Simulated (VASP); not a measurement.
Data:

```
CELL_PARAMETERS angstrom
      1.59939    -2.77022     0.00000
      1.59939     2.77022     0.00000
      0.00000     0.00000     5.15208
ATOMIC_POSITIONS crystal
  Zr 0.33333 0.66667 0.25000
  Zr 0.66667 0.33333 0.75000
```

Method: optB86b-vdW, VASP's PBE PAW potentials (set 64) (plane waves; VASP). Settings: 520 eV cut-off, 15×15×8 Γ-centred mesh, tetrahedra with Blöchl corrections, potentials Zr_sv.

### Question
Predict the energy per atom (σ→0), band gap (on the k-mesh) with the smallest direct gap where there is one.

### Answer

The band gap (on the k-mesh) comes out as none (metal, semimetal or under 0.01 eV) and the energy per atom (σ→0) is -6.033 eV/atom.

The absolute energy has meaning only against runs of the same code, potentials and settings.

The compound is Zr in the hcp structure. It was relaxed first.
